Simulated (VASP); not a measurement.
Here is the system:

```xyz
2
Lattice="2.8628 0.0000 0.0000 0.0000 2.8628 0.0143 0.0000 0.0143 2.8628" Properties=species:S:1:pos:R:3 pbc="T T T"
Al     1.4314     1.4386     1.4386
Ni     0.0000     0.0000     0.0000
```

All values below come from PBEsol GGA, VASP's PBE PAW potentials (set 64) (plane waves; VASP 6.6.1). Numerical set-up: 480 eV cut-off, 12×12×12 Γ-centred mesh, first-order Methfessel-Paxton smearing of 0.10 eV, potentials Al Ni.

Give the stress tensor in GPa (positive for a compressed cell).

```
 0.06   0.00   0.00
 0.00   0.06  -1.26
 0.00  -1.26   0.06
```
The pressure is its mean diagonal, 0.06 GPa.

The compound is NiAl in the CsCl type structure. This cell was strained or had an atom moved on purpose. The run is not spin-polarised, so no magnetic state was tried. The electron count is odd and the run is not spin-polarised, which forces a metal.
